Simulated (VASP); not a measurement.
Output of a VASP run:

**OUTCAR**
```
 ion  position               nearest neighbor table
   1  0.227  0.227  0.227-   2 2.48   2 2.54   2 2.54
   2  0.778  0.778  0.773-   1 2.48   1 2.54   1 2.54
  LATTYP: Found a base centered monoclinic cell.
 ALAT       =     6.6273440428
 B/A-ratio  =     0.5785654065
 C/A-ratio  =     0.6246578579
 COS(beta)  =    -0.5554653734
 Subroutine PRICEL returns:
 Original cell was already a primitive cell.
 Subroutine GETGRP returns: Found  4 space group operations
The static configuration has the point symmetry C_1h.
 The point group associated with its full space group is C_2h.
The dynamic configuration has the point symmetry C_1h.
 Subroutine INISYM returns: Found  4 space group operations
 Subroutine IBZKPT returns following result:
 Found    282 irreducible k-points:

 Following reciprocal coordinates:
            Coordinates               Weight
  0.000000  0.000000  0.000000      1.000000
  0.100000  0.000000  0.000000      4.000000
  0.200000  0.000000  0.000000      4.000000
  0.300000  0.000000  0.000000      4.000000
  0.400000 -0.000000  0.000000      4.000000
  0.500000  0.000000 -0.000000      2.000000
  0.100000  0.100000  0.000000      2.000000
  0.200000  0.100000  0.000000      4.000000
  0.300000  0.100000  0.000000      4.000000
  0.400000  0.100000  0.000000      4.000000
  0.500000  0.100000  0.000000      4.000000
 -0.400000  0.100000  0.000000      4.000000
 -0.300000  0.100000 -0.000000      4.000000
 -0.200000  0.100000  0.000000      4.000000
 -0.100000  0.100000  0.000000      2.000000
  0.200000  0.200000  0.000000      2.000000
  0.300000  0.200000 -0.000000      4.000000
  0.400000  0.200000  0.000000      4.000000
  0.500000  0.200000  0.000000      4.000000
 -0.400000  0.200000  0.000000      4.000000
 -0.300000  0.200000 -0.000000      4.000000
 -0.200000  0.200000  0.000000      2.000000
  0.300000  0.300000  0.000000      2.000000
  0.400000  0.300000  0.000000      4.000000
  0.500000  0.300000 -0.000000      4.000000
 -0.400000  0.300000  0.000000      4.000000
 -0.300000  0.300000  0.000000      2.000000
  0.400000  0.400000  0.000000      2.000000
  0.500000  0.400000  0.000000      4.000000
 -0.400000  0.400000  0.000000      2.000000
  0.500000  0.500000 -0.000000      1.000000
  0.000000  0.000000  0.100000      2.000000
  0.100000  0.000000  0.100000      4.000000
  0.200000  0.000000  0.100000      4.000000
  0.300000  0.000000  0.100000      4.000000
  0.400000 -0.000000  0.100000      4.000000
  0.500000  0.000000  0.100000      4.000000
 -0.400000  0.000000  0.100000      4.000000
 -0.300000  0.000000  0.100000      4.000000
 -0.200000  0.000000  0.100000      4.000000
   k-points           NKPTS =    282   k-points in BZ     NKDIM =    282   number of bands    NBANDS=      9
   number of dos      NEDOS =    301   number of ions     NIONS =      2
   total plane-waves  NPLWV =  21952
   dimension x,y,z NGX =    28 NGY =   28 NGZ =   28
   dimension x,y,z NGXF=    56 NGYF=   56 NGZF=   56
   ions per type =               2
   PREC   = accura    normal or accurate (medium, high low for compatibility)
   ISTART =      0    job   : 0-new  1-cont  2-samecut
   ICHARG =      2    charge: 1-file 2-atom 10-const
   ISPIN  =      1    spin polarized calculation?
   LNONCOLLINEAR =      F non collinear calculations
   LSORBIT =      F    spin-orbit coupling
   INIWAV =      1    electr: 0-lowe 1-rand  2-diag
   ENCUT  =  400.0 eV  29.40 Ry    5.42 a.u.   6.64  6.64  6.75*2*pi/ulx,y,z
   NELM   =    100;   NELMIN=  2; NELMDL= -5     # of ELM steps
   EDIFF  = 0.1E-05   stopping-criterion for ELM
   LREAL  =      F    real-space projection
   NLSPLINE    = F    spline interpolate recip. space projectors
   LMAXMIX     =    4 max onsite mixed and CHGCAR
   VOSKOWN=      0    Vosko Wilk Nusair interpolation
...
```

File OSZICAR:
```
       N       E                     dE             d eps       ncg     rms          rms(c)
DAV:   1     0.255057523540E+02    0.25506E+02   -0.37466E+03  5084   0.747E+02
DAV:   2    -0.831422603208E+01   -0.33820E+02   -0.33268E+02  7873   0.113E+02
DAV:   3    -0.932322705365E+01   -0.10090E+01   -0.10073E+01  5925   0.234E+01
DAV:   4    -0.932819946385E+01   -0.49724E-02   -0.49698E-02  6401   0.173E+00
DAV:   5    -0.932821178688E+01   -0.12323E-04   -0.12311E-04  5816   0.748E-02    0.330E+00
DAV:   6    -0.931676331412E+01    0.11448E-01   -0.74949E-03  5703   0.642E-01    0.199E+00
DAV:   7    -0.931159737361E+01    0.51659E-02   -0.15275E-02  5635   0.956E-01    0.843E-02
DAV:   8    -0.931169801783E+01   -0.10064E-03   -0.86926E-04  5247   0.220E-01    0.370E-02
DAV:   9    -0.931174422621E+01   -0.46208E-04   -0.77451E-05  5960   0.688E-02    0.147E-02
DAV:  10    -0.931174476477E+01   -0.53857E-06   -0.65120E-06  5707   0.178E-02
   1 F= -.93117448E+01 E0= -.93117448E+01  d E =0.000000E+00
```

OUTCAR:
```
------------------------ aborting loop because EDIFF is reached ----------------------------------------
  FORCE on cell =-STRESS in cart. coord.  units (eV):
  Direction    XX          YY          ZZ          XY          YZ          ZX
  --------------------------------------------------------------------------------------
  Total        1.2258321      0.2184694      0.5005134      0.0000000      0.0000000     -0.4741873
  in kB       44.9030037      8.0026704     18.3341222      0.0000000      0.0000000    -17.3697777
  external PRESSURE =      23.7465987 kB  Pullay stress =       0.0000000 kB
  volume of cell :       43.74
      direct lattice vectors                 reciprocal lattice vectors
     3.588703000 -1.917176000  0.000000000     0.139326102 -0.260800260 -0.116255985
     3.588703000  1.917176000  0.000000000     0.139326102  0.260800260 -0.116255985
     2.652281000  0.000000000  3.178606000     0.000000000  0.000000000  0.314603320
 POSITION                                       TOTAL-FORCE (eV/Angst)
 -----------------------------------------------------------------------------------
      2.23134      0.00000      0.72154         0.601703      0.000000     -0.058194
      7.63186      0.00000      2.45706        -0.601703      0.000000      0.058194
 -----------------------------------------------------------------------------------
    total drift:                               -0.000001      0.000000      0.000000
  FREE ENERGIE OF THE ION-ELECTRON SYSTEM (eV)
  ---------------------------------------------------
  free  energy   TOTEN  =        -9.3117447648 eV

  energy  without entropy=       -9.3117447648  energy(sigma->0) =       -9.31174476
```
(Selected blocks of OUTCAR.)

POSCAR:
```
As
1
    3.5887030000    -1.9171760000     0.0000000000
    3.5887030000     1.9171760000     0.0000000000
    2.6522810000     0.0000000000     3.1786060000
As
2
Direct
  0.2270000000   0.2270000000   0.2270000000
  0.7776690000   0.7776690000   0.7730000000
```

Q: Reconstruct the remaining input files.

A: Several could match; the one computed here: the input of the run itself, PBE GGA, plane waves, VASP's PBE PAW potentials (set 64).

**INCAR**
```
SYSTEM  =  As
PREC  =  Accurate; ENCUT  =  400; LREAL  =  .False.
LASPH  =  .True.
EDIFF  =  1E-6; NELM  =  100; ALGO  =  Normal
LMAXMIX  =  4
ISMEAR  =  -5
GGA  =  PE
ISIF  =  2
LWAVE  =  .False.; LCHARG  =  .False.
```

**KPOINTS**
```
Automatic mesh
0
Gamma
10 10 10
0 0 0
```

POTCAR, in this order: As (PBE.64 set). Program: vasp_std.

For a metal the tetrahedron method with Blöchl corrections gives inexact stress and forces.

The compound is As in the a7 structure. The cell was not relaxed at this level. The run is one of a series of settings (ISMEAR = -5, SIGMA removed against the base run), some of them coarse on purpose.
